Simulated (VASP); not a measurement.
# K3Be5 (Im-3m) in VASP: notebook, part 2 of 2

VASP 6.6.1.

**4. Relaxation of cell and atoms, PBE (species swapped into the Fe5Co3 type (Im-3m, No. 229))**

Contents of INCAR:

```
ALGO = Normal
EDIFF = 1E-6
EDIFFG = -0.04
ENCUT = 600
GGA = PE
IBRION = 2
ISIF = 3
ISMEAR = 0
LASPH = True
LCHARG = False
LREAL = False
LWAVE = False
NELM = 100
NSW = 90
PREC = Accurate
SIGMA = 0.1
```

Contents of KPOINTS:

```
k-points
0
Gamma
  4 4 4
```

Contents of POSCAR:

```
K3Be5
1.0
   -3.2720583900      3.2720583900      3.2720583900
    3.2720583900     -3.2720583900      3.2720583900
    3.2720583900      3.2720583900     -3.2720583900
K Be
3 5
Direct
    0.0000000000      0.5000000000      0.5000000000
    0.5000000000      0.5000000000      0.0000000000
    0.5000000000      0.0000000000      0.5000000000
    0.0000000000      0.0000000000      0.0000000000
    0.0000000000      0.0000000000      0.5000000000
    0.0000000000      0.5000000000      0.0000000000
    0.5000000000      0.0000000000      0.0000000000
    0.5000000000      0.5000000000      0.5000000000
```

Potentials or basis: VASP PAW PBE potentials, release 64 (K_sv, Be).

On the command line:

```
$ cat potpaw_PBE.64/K_sv/POTCAR potpaw_PBE.64/Be/POTCAR > POTCAR
$ mpirun -np 1 vasp_std > vasp.out
```

OUTCAR:

```text
EDIFF = 1E-6
   EDIFFG = -0.04
   ENCUT = 600
   GGA = PE
   IBRION = 2
   ISIF = 3
   ISMEAR = 0
   LASPH = True
   LREAL = False
   NELM = 100
   NSW = 90
   PREC = Accurate

 ion  position               nearest neighbor table
   1  0.000  0.500  0.500-   5 2.83   6 2.83   7 2.83   8 2.83   6 2.83   5 2.83   8 2.83   7 2.83
                             2 3.27   2 3.27   3 3.27   3 3.27
   2  0.500  0.500  0.000-   5 2.83   6 2.83   7 2.83   8 2.83   8 2.83   7 2.83   6 2.83   5 2.83
                             3 3.27   1 3.27   1 3.27   3 3.27
   3  0.500  0.000  0.500-   5 2.83   6 2.83   7 2.83   8 2.83   7 2.83   8 2.83   5 2.83   6 2.83
                             2 3.27   1 3.27   1 3.27   2 3.27
   4  0.000  0.000  0.000-
   5  0.000  0.000  0.500-   1 2.83   2 2.83   3 2.83   1 2.83   3 2.83   2 2.83
   6  0.000  0.500  0.000-   1 2.83   2 2.83   3 2.83   1 2.83   2 2.83   3 2.83
   7  0.500  0.000  0.000-   1 2.83   2 2.83   3 2.83   3 2.83   2 2.83   1 2.83
   8  0.500  0.500  0.500-   1 2.83   2 2.83   3 2.83   2 2.83   3 2.83   1 2.83

  LATTYP: Found a body centered cubic cell.
 ALAT       =     6.5441167800

  Lattice vectors:

 A1 = (  -3.2720583900,   3.2720583900,   3.2720583900)
 A2 = (   3.2720583900,  -3.2720583900,   3.2720583900)
 A3 = (   3.2720583900,   3.2720583900,  -3.2720583900)

Analysis of symmetry for initial positions (statically):
=====================================================================
 Subroutine PRICEL returns:
 Original cell was already a primitive cell.

 Routine SETGRP: Setting up the symmetry group for a
 body centered cubic supercell.

 Subroutine GETGRP returns: Found 48 space group operations
 (whereof 48 operations were pure point group operations)
 out of a pool of 48 trial point group operations.

The static configuration has the point symmetry O_h .

Analysis of symmetry for dynamics (positions and initial velocities):
=====================================================================
 Subroutine PRICEL returns:
 Original cell was already a primitive cell.

 Routine SETGRP: Setting up the symmetry group for a
 body centered cubic supercell.

 Subroutine GETGRP returns: Found 48 space group operations
 (whereof 48 operations were pure point group operations)
 out of a pool of 48 trial point group operations.

The dynamic configuration has the point symmetry O_h .

[... 111 lines left out ...]
   IMIX   =      4    mixing-type and parameters
     AMIX     =   0.40;   BMIX     =  1.00
     AMIX_MAG =   1.60;   BMIX_MAG =  1.00
  volume/ion in A,a.u.               =      17.52       118.20
  Fermi-wavevector in a.u.,A,eV,Ry     =   1.050270  1.984723 15.008143  1.103067
  Thomas-Fermi vector in A             =   2.185267
   LORBIT       =      0    0 simple, 1 ext, 2 COOP (PROOUT), +10 PAW based schemes
   GGA     = PE    functional components
   LHFCALC =     F    Hartree Fock is set to
   AEXX    =    0.0000 exact exchange contribution
   IVDW    =     0    specifies the selected vdW correction
   LEPSILON=     F    determine dielectric tensor
   LRPA    =     F    only Hartree local field effects (RPA)
 conjugate gradient relaxation of ions
 non-spin polarized calculation
 Gauss-broadening in eV      SIGMA  =   0.10
  energy-cutoff  :      600.00
  volume of cell :      140.13
 maximum number of plane-waves:      4729
 NGX is ok and might be reduce to    48
   NGX = 23   NGY = 23   NGZ = 23

--------------------------------------- Ionic step        1  -------------------------------------------

 number of electron      36.9999999 magnetization

 Free energy of the ion-electron system (eV)
  ---------------------------------------------------
  ext. energy  EPLUGINS =         0.00000000
  ---------------------------------------------------
  free energy    TOTEN  =        -8.70767247 eV

  energy without entropy =       -8.66392413  energy(sigma->0) =       -8.68579830

------------------------ aborting loop because EDIFF is reached ----------------------------------------

  FORCE on cell =-STRESS in cart. coord.  units (eV):
  Direction    XX          YY          ZZ          XY          YZ          ZX
  --------------------------------------------------------------------------------------
  -------------------------------------------------------------------------------------
  Total        8.6249966      8.6249966      8.6249966      0.0000000      0.0000000     -0.0000000
  in kB       98.6157738     98.6157738     98.6157738      0.0000000      0.0000000     -0.0000000
  external PRESSURE =      98.6157738 kB  Pullay stress =       0.0000000 kB
[... 113 lines left out ...]
--------------------------------------- Ionic step        4  -------------------------------------------

 number of electron      36.9999996 magnetization

 Free energy of the ion-electron system (eV)
  ---------------------------------------------------
  ext. energy  EPLUGINS =         0.00000000
  ---------------------------------------------------
  free energy    TOTEN  =        -9.99912310 eV

  energy without entropy =       -9.95030405  energy(sigma->0) =       -9.97471357

 E-fermi :   1.4460     XC(G=0):  -8.0744

 val. band max:        1.4375471079   @ k =   0.5000   0.5000   0.5000
 cond. band min:       1.4985707544   @ k =   0.2500   0.0000   0.0000
 fundamental gap:      0.0610236465
 Fermi energy:         1.4459824401

 k-point     1 :       0.0000    0.0000    0.0000
  band No.  band energies     occupation
      1     -29.0918      2.00000
      2     -29.0348      2.00000
      3     -29.0348      2.00000
      4     -12.8978      2.00000
      5     -12.8978      2.00000
      6     -12.8978      2.00000
[... 232 lines left out ...]
  FREE ENERGIE OF THE ION-ELECTRON SYSTEM (eV)
  ---------------------------------------------------
  free  energy   TOTEN  =        -9.9991230958 eV

  energy  without entropy=       -9.9503040499  energy(sigma->0) =       -9.97471357

 reached required accuracy - stopping structural energy minimisation
```

It took 2.5 min on 1 thread of Intel Xeon Platinum 8375C at 2.90GHz (Ice Lake), shared host; peak memory 0.34 GiB.

What came out:

```
Free energy                            : -9.9991 eV
Relaxed volume                         : 23.99 Å³/atom
Relaxed cell                           : a = 6.294 Å, b = 6.294 Å, c = 6.294 Å, α = 109.47°, β = 109.47°, γ = 109.47°
Space group after relaxing (to 0.05 Å) : Im-3m (No. 229)
Energy gained by relaxing              : 161.4 meV/atom
Ionic steps                            : 4
Pressure after relaxing                : 0.1 GPa
Band gap on the k mesh                 : none (metal or under the smearing width)
```

Step by step:
```
step  energy change (eV)  largest force (eV/Å)  pressure (GPa)  volume (Å³)
   1              0.0000                0.0000            9.86       140.13
   2             -0.9601                0.0000            4.10       163.15
   3             -1.2807                0.0000            0.59       186.94
   4             -1.2915                0.0000            0.12       191.90
```

Final structure:
```
K Be
1.0
    -3.63363    3.63363    3.63363
     3.63363   -3.63363    3.63363
     3.63363    3.63363   -3.63363
K Be
3 5
Direct
  0.00000 0.50000 0.50000
  0.50000 0.50000 0.00000
  0.50000 0.00000 0.50000
  0.00000 0.00000 0.00000
  0.00000 0.00000 0.50000
  0.00000 0.50000 0.00000
  0.50000 0.00000 0.00000
  0.50000 0.50000 0.50000
```

Caveat: the volume moved by over 15 % at a fixed basis, so the end points are rough.
